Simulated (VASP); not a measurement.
Output of a VASP run:

File OUTCAR:
```
 ion  position               nearest neighbor table
   1  0.000  0.000  0.000-   2 2.94   3 2.94   4 2.94   2 2.94   3 2.94   2 2.94   4 2.94   2 2.94
                             3 2.94   4 2.94   3 2.94   4 2.94
   2  0.000  0.500  0.500-   1 2.94   3 2.94   4 2.94   1 2.94   4 2.94   1 2.94   3 2.94   1 2.94
                             3 2.94   4 2.94   4 2.94   3 2.94
   3  0.500  0.000  0.500-   1 2.94   2 2.94   4 2.94   1 2.94   4 2.94   2 2.94   4 2.94   4 2.94
                             1 2.94   2 2.94   1 2.94   2 2.94
   4  0.500  0.500  0.000-   1 2.94   2 2.94   3 2.94   2 2.94   3 2.94   1 2.94   3 2.94   3 2.94
                             1 2.94   2 2.94   2 2.94   1 2.94
  LATTYP: Found a simple cubic cell.
 ALAT       =     4.1590376297
 Subroutine PRICEL returns:
 Original cell was already a primitive cell.
 Subroutine GETGRP returns: Found 48 space group operations
The static configuration has the point symmetry O_h .
The dynamic configuration has the point symmetry O_h .
 Subroutine INISYM returns: Found 48 space group operations
 Subroutine IBZKPT returns following result:
 Found     35 irreducible k-points:

 Following reciprocal coordinates:
            Coordinates               Weight
  0.000000  0.000000  0.000000      1.000000
  0.125000  0.000000  0.000000      6.000000
  0.250000  0.000000  0.000000      6.000000
  0.375000  0.000000  0.000000      6.000000
  0.500000  0.000000  0.000000      3.000000
  0.125000  0.125000  0.000000     12.000000
  0.250000  0.125000  0.000000     24.000000
  0.375000  0.125000  0.000000     24.000000
  0.500000  0.125000  0.000000     12.000000
  0.250000  0.250000  0.000000     12.000000
  0.375000  0.250000  0.000000     24.000000
  0.500000  0.250000  0.000000     12.000000
  0.375000  0.375000  0.000000     12.000000
  0.500000  0.375000  0.000000     12.000000
  0.500000  0.500000  0.000000      3.000000
  0.125000  0.125000  0.125000      8.000000
  0.250000  0.125000  0.125000     24.000000
  0.375000  0.125000  0.125000     24.000000
  0.500000  0.125000  0.125000     12.000000
  0.250000  0.250000  0.125000     24.000000
  0.375000  0.250000  0.125000     48.000000
  0.500000  0.250000  0.125000     24.000000
  0.375000  0.375000  0.125000     24.000000
  0.500000  0.375000  0.125000     24.000000
  0.500000  0.500000  0.125000      6.000000
  0.250000  0.250000  0.250000      8.000000
  0.375000  0.250000  0.250000     24.000000
  0.500000  0.250000  0.250000     12.000000
  0.375000  0.375000  0.250000     24.000000
  0.500000  0.375000  0.250000     24.000000
  0.500000  0.500000  0.250000      6.000000
  0.375000  0.375000  0.375000      8.000000
  0.500000  0.375000  0.375000     12.000000
  0.500000  0.500000  0.375000      6.000000
  0.500000  0.500000  0.500000      1.000000
   k-points           NKPTS =     35   k-points in BZ     NKDIM =     35   number of bands    NBANDS=     14
   number of dos      NEDOS =    301   number of ions     NIONS =      4
   total plane-waves  NPLWV =  32768
   dimension x,y,z NGX =    32 NGY =   32 NGZ =   32
   dimension x,y,z NGXF=    64 NGYF=   64 NGZF=   64
   ions per type =               1   3
   PREC   = accura    normal or accurate (medium, high low for compatibility)
   ISTART =      0    job   : 0-new  1-cont  2-samecut
   ICHARG =      2    charge: 1-file 2-atom 10-const
   ISPIN  =      1    spin polarized calculation?
   LNONCOLLINEAR =      F non collinear calculations
   LSORBIT =      F    spin-orbit coupling
   INIWAV =      1    electr: 0-lowe 1-rand  2-diag
   ENCUT  =  520.0 eV  38.22 Ry    6.18 a.u.   7.73  7.73  7.73*2*pi/ulx,y,z
   NELM   =    100;   NELMIN=  2; NELMDL= -5     # of ELM steps
   EDIFF  = 0.1E-06   stopping-criterion for ELM
   LREAL  =      F    real-space projection
   NLSPLINE    = F    spline interpolate recip. space projectors
   LMAXMIX     =    4 max onsite mixed and CHGCAR
   VOSKOWN=      0    Vosko Wilk Nusair interpolation
   EDIFFG = 0.1E-05   stopping-criterion for IOM
   NSW    =      0    number of steps for IOM
   NBLOCK =      1;   KBLOCK =      1    inner block; outer block
...
```

OSZICAR:
```
       N       E                     dE             d eps       ncg     rms          rms(c)
DAV:   1     0.213752417455E+03    0.21375E+03   -0.12482E+04  1072   0.243E+03
DAV:   2    -0.125946830019E+02   -0.22635E+03   -0.22309E+03  1240   0.673E+02
DAV:   3    -0.284786328336E+02   -0.15884E+02   -0.15447E+02  1464   0.216E+02
DAV:   4    -0.301083229009E+02   -0.16297E+01   -0.14557E+01  1748   0.558E+01
DAV:   5    -0.302459691526E+02   -0.13765E+00   -0.13774E+00  1640   0.139E+01    0.594E+00
DAV:   6    -0.401376824984E+02   -0.98917E+01   -0.10982E+02  1536   0.125E+02    0.809E+00
DAV:   7    -0.392345979299E+02    0.90308E+00   -0.32535E+00  1550   0.239E+01    0.693E+00
DAV:   8    -0.386261814494E+02    0.60842E+00   -0.49528E-01  1542   0.891E+00    0.607E+00
DAV:   9    -0.393001079809E+02   -0.67393E+00   -0.38393E+01  1826   0.603E+01    0.122E+01
DAV:  10    -0.385688814893E+02    0.73123E+00   -0.23417E+01  1644   0.543E+01    0.208E+00
DAV:  11    -0.386652065961E+02   -0.96325E-01   -0.50625E-01  1388   0.600E+00    0.119E+00
DAV:  12    -0.386100007745E+02    0.55206E-01   -0.93236E-02  1596   0.324E+00    0.212E-01
DAV:  13    -0.386602539895E+02   -0.50253E-01   -0.85539E-02  1652   0.393E+00    0.568E-01
DAV:  14    -0.386576084969E+02    0.26455E-02   -0.14414E-02  1588   0.163E+00    0.258E-01
DAV:  15    -0.386581765369E+02   -0.56804E-03   -0.49125E-04  1220   0.210E-01    0.162E-01
DAV:  16    -0.386586397543E+02   -0.46322E-03   -0.68875E-04  1616   0.292E-01    0.876E-02
DAV:  17    -0.386586071849E+02    0.32569E-04   -0.24503E-04  1640   0.149E-01    0.607E-02
DAV:  18    -0.386584510967E+02    0.15609E-03   -0.91303E-04  1614   0.338E-01    0.167E-02
DAV:  19    -0.386584754662E+02   -0.24369E-04   -0.34340E-05  1548   0.799E-02    0.139E-02
DAV:  20    -0.386584778329E+02   -0.23667E-05   -0.26736E-05  1660   0.571E-02    0.316E-03
DAV:  21    -0.386584797031E+02   -0.18702E-05   -0.12128E-06  1484   0.150E-02    0.349E-03
DAV:  22    -0.386584797173E+02   -0.14232E-07   -0.24339E-07   998   0.702E-03
   1 F= -.38658480E+02 E0= -.38657662E+02  d E =-.245307E-02
```

OUTCAR:
```
------------------------ aborting loop because EDIFF is reached ----------------------------------------
  FORCE on cell =-STRESS in cart. coord.  units (eV):
  Direction    XX          YY          ZZ          XY          YZ          ZX
  --------------------------------------------------------------------------------------
  Total       -2.1188376     -2.1188376     -2.1188376      0.0000000      0.0000000     -0.0000000
  in kB      -47.1877980    -47.1877980    -47.1877980      0.0000000      0.0000000     -0.0000000
  external PRESSURE =     -47.1877980 kB  Pullay stress =       0.0000000 kB
  volume of cell :       71.94
      direct lattice vectors                 reciprocal lattice vectors
     4.159037630  0.000000000  0.000000000     0.240440239  0.000000000  0.000000000
     0.000000000  4.159037630  0.000000000     0.000000000  0.240440239  0.000000000
     0.000000000  0.000000000  4.159037630     0.000000000  0.000000000  0.240440239
 POSITION                                       TOTAL-FORCE (eV/Angst)
 -----------------------------------------------------------------------------------
      0.00000      0.00000      0.00000         0.000000      0.000000      0.000000
      0.00000      2.07952      2.07952         0.000000      0.000000      0.000000
      2.07952      0.00000      2.07952         0.000000      0.000000      0.000000
      2.07952      2.07952      0.00000         0.000000      0.000000      0.000000
 -----------------------------------------------------------------------------------
    total drift:                               -0.000000     -0.000000     -0.000000
  FREE ENERGIE OF THE ION-ELECTRON SYSTEM (eV)
  ---------------------------------------------------
  free  energy   TOTEN  =       -38.6584797173 eV

  energy  without entropy=      -38.6560266437  energy(sigma->0) =      -38.65766203
```
(Selected blocks of OUTCAR.)

POSCAR:
```
Al3Sc
1
    4.1590376297     0.0000000000     0.0000000000
    0.0000000000     4.1590376297     0.0000000000
    0.0000000000     0.0000000000     4.1590376297
Sc Al
1 3
Direct
  0.0000000000   0.0000000000   0.0000000000
  0.0000000000   0.5000000000   0.5000000000
  0.5000000000   0.0000000000   0.5000000000
  0.5000000000   0.5000000000   0.0000000000
```

**Question.** Reconstruct the remaining input files.

**Answer.** Several could match; the one computed here: the input of the run itself, TPSS meta-GGA, plane waves, VASP's PBE PAW potentials (set 64).

INCAR:
```
ALGO = Normal
EDIFF = 1E-7
ENCUT = 520
ISIF = 2
ISMEAR = 1
LASPH = T
LCHARG = F
LMAXMIX = 4
LMIXTAU = T
LREAL = F
LWAVE = F
METAGGA = TPSS
NELM = 100
PREC = Accurate
SIGMA = 0.1
SYSTEM = Al3Sc
```

### KPOINTS
```
Automatic mesh
0
Gamma
8 8 8
0 0 0
```

POTCAR, in this order: Sc_sv Al (PBE.64 set). Program: vasp_std.

The compound is Al3Sc in the L1_2 structure. This cell is one point of a volume scan, at 1.06 of the reference volume.
